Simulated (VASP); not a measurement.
Crystal: BeZn2Te3.

```
CELL_PARAMETERS angstrom
6.29012 -3.68608 -0.00258
6.27464 3.65929 0.00658
0.00220 0.00870 6.95225
ATOMIC_POSITIONS crystal
Be 0.15395 0.84649 0.49718
Be 0.86391 0.13647 0.98481
Zn 0.51597 0.16241 0.50521
Zn 0.82036 0.50490 0.51337
Zn 0.18102 0.47828 0.00296
Zn 0.51240 0.82982 0.96051
Te 0.85360 0.12566 0.36760
Te 0.20973 0.48456 0.40623
Te 0.47905 0.83256 0.40067
Te 0.16617 0.83119 0.83964
Te 0.47467 0.19380 0.89020
Te 0.84956 0.45568 0.89954
```

The cell was built by a generator and needn't be a form met in nature.

```yaml
Program: VASP 6.6.1
Task: relaxation of cell and atoms
Functional: PBE
Potentials_or_basis: VASP PAW PBE potentials, release 64 (Be, Zn, Te)
Cutoff: 520 eV
k_mesh: 3 × 3 × 3
Occupations: gaussian, width 0.05 eV
Spin: no spin polarisation
```

At the start: pressure 2.7 GPa; volume 26.73 Å³/atom.

Where does the relaxation end?

Over 20 steps the energy falls by 153.7 meV/atom and the volume is 27.08 Å³/atom (+1.3 %); space group Cmc2_1 (No. 36, to 0.05 Å).

Step by step:
```csv
step,energy change (eV),largest force (eV/Å),pressure (GPa),volume (Å³)
1,0.0000,4.8604,2.73,320.82
2,-1.2554,0.8616,-1.82,342.27
3,-1.2559,0.8932,-1.71,341.07
4,-1.5908,0.6769,-0.35,329.30
5,-1.6775,0.6452,0.89,320.42
6,-1.7633,0.4422,0.07,325.02
7,-1.7769,0.3086,-0.45,327.86
8,-1.8058,0.1873,0.00,324.94
9,-1.8092,0.2294,0.11,323.61
10,-1.8220,0.1511,0.08,324.20
11,-1.8310,0.1115,0.00,325.06
12,-1.8315,0.1220,-0.01,325.32
13,-1.8391,0.0730,-0.12,325.63
14,-1.8404,0.0604,-0.09,325.77
15,-1.8394,0.1241,-0.17,326.05
16,-1.8406,0.0702,-0.15,325.84
17,-1.8425,0.0683,0.24,323.45
18,-1.8430,0.0644,0.11,324.24
19,-1.8441,0.0341,-0.03,325.04
20,-1.8441,0.0300,0.04,324.91
```

Final structure:
```yaml
crystal:
  lattice:
    - [6.34777, -3.66823, -0.00154]
    - [6.35146, 3.67194, 0.00138]
    - [-0.00025, 0.00329, 6.97127]
  atoms:
    - { symbol: Be, position: [0.16696, 0.83057, 0.50019] }
    - { symbol: Be, position: [0.84667, 0.14993, 0.99983] }
    - { symbol: Zn, position: [0.51296, 0.15779, 0.50285] }
    - { symbol: Zn, position: [0.83836, 0.48535, 0.50238] }
    - { symbol: Zn, position: [0.17473, 0.49541, 0.00375] }
    - { symbol: Zn, position: [0.50096, 0.82192, 0.00148] }
    - { symbol: Te, position: [0.86010, 0.13687, 0.35660] }
    - { symbol: Te, position: [0.17262, 0.51085, 0.38654] }
    - { symbol: Te, position: [0.48591, 0.82517, 0.38489] }
    - { symbol: Te, position: [0.15282, 0.84294, 0.85736] }
    - { symbol: Te, position: [0.52707, 0.15585, 0.88621] }
    - { symbol: Te, position: [0.84122, 0.46916, 0.88586] }
```
